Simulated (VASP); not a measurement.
The input files of a VASP run:

### KPOINTS
```
Automatic mesh
0
Gamma
3 3 3
0 0 0
```

### INCAR
```
# general
SYSTEM  = Zr2N
PREC    = Accurate
ENCUT   = 400   # plane-wave cut-off (eV)
LREAL   = .FALSE.   # projection in real space or not
LASPH   = .TRUE.   # aspherical one-centre terms

# electronic loop
EDIFF   = 1E-6   # SCF stop (eV)
NELM    = 100
ALGO    = Normal   # blocked Davidson
LMAXMIX = 4

# smearing
ISMEAR  = 0   # Gaussian
SIGMA   = 0.05

# functional
GGA     = PE   # PBE

# ions
ISIF    = 2   # forces and stress, cell fixed

# output
LWAVE   = .FALSE.
LCHARG  = .FALSE.
```

File POSCAR:
```
Zr2N
1.0
  4.3965850000   0.0000000000   0.0000000000
 -2.1982920000   3.8075540000   0.0000000000
  0.0000000000   0.0000000000   5.3870240000
N Zr
2 4
Cart
 -0.0015032974   2.5487233418   1.3836894365
  2.2122979901   1.2837510991   4.0506757304
 -0.0323764505   0.0110571368  -0.0116575199
  0.0062959107   0.0075008814   2.6907538437
  0.0112050249   2.4976450049   4.0130689158
  2.2006602273   1.2664343435   1.3410242065
```

POTCAR, in this order: N Zr_sv (PBE.64 set). Program: vasp_std.

Problem. Write an equivalent input for Ansatz.

Solution. One equivalent input (not run):
Ansatz 0.2 input:
```yaml
crystal:
  lattice:
    - [4.3965850, 0.0000000, 0.0000000]
    - [-2.1982920, 3.8075540, 0.0000000]
    - [0.0000000, 0.0000000, 5.3870240]
  atoms:
    - { symbol: N, position: [0.3343510, 0.6693860, 0.2568560] }
    - { symbol: N, position: [0.6717650, 0.3371590, 0.7519320] }
    - { symbol: Zr, position: [-0.0059120, 0.0029040, -0.0021640] }
    - { symbol: Zr, position: [0.0024170, 0.0019700, 0.4994880] }
    - { symbol: Zr, position: [0.3305340, 0.6559710, 0.7449510] }
    - { symbol: Zr, position: [0.6668440, 0.3326110, 0.2489360] }
kpoints:
  mp_grid: { grid: [3, 3, 3] }
hamiltonian:
  xc: pbe
  pseudopotentials: { kind: paw }
scf:
  occupations: { method: gaussian, width: 0.05 }
  max_iter: 100
output: { forces: true, stress: true, eigenvalues: true }
```
Limits of the translation: each code has its own PAW files, so the cut-off isn't converted (ENCUT is set for VASP's; basis.ecutwfc is left out, and Ansatz then takes the one that its files recommend); Ansatz stops its SCF on the density residual and VASP on the energy change (EDIFF).

The structure was generated: Zr2N was put into an ordered model structure, which need not be its known phase. The cell was not relaxed at this level, atoms are displaced from their ideal sites. The k-mesh is coarse (spacing up to 0.55 per Å, 2π included), so the numbers may not be converged in it.
